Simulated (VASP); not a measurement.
Runs of VASP 6.6.1 on Cu. It takes space group Fm-3m (No. 225, cubic). The conventional cell has a = 3.570 Å, b = 3.570 Å, c = 3.570 Å, α = 90.00°, β = 90.00°, γ = 90.00°. Cu (site symmetry m-3m) has 12 Cu at 2.52 Å as nearest neighbours. 

```csv
level,k mesh,cutoff (eV),smearing,further INCAR settings,gap on the mesh (eV),pressure (GPa)
PBEsol,20 × 20 × 20,520,gaussian 0.5 eV,ALGO = Fast; EDIFF = 1e-06,none,0.2
PBEsol,30 × 30 × 30,520,gaussian 0.1 eV,ALGO = Fast; EDIFF = 1e-06,none,0.1
r2SCAN,20 × 20 × 20,520,gaussian 0.1 eV,ALGO = Normal; EDIFF = 1e-06,none,1.5
PBEsol,20 × 20 × 20,700,gaussian 0.1 eV,ALGO = Fast; EDIFF = 1e-06,none,0.2
PBEsol,20 × 20 × 20,900,gaussian 0.1 eV,ALGO = Fast; EDIFF = 1e-06,none,(a)
```

Alike in all rows: task single point; potentials or basis VASP PAW PBE potentials, release 64 (Cu); no spin polarisation; cell as given.

Question: Fill in the values left out.

Answer: (a) 0.3.

Caveats: the PAW data sets were made with another functional, which shifts forces and pressure a little.

A k mesh can miss the band edges.

A gap of «none» marks a metal or a gap under the smearing width.

Not every run made on this cell is shown here.
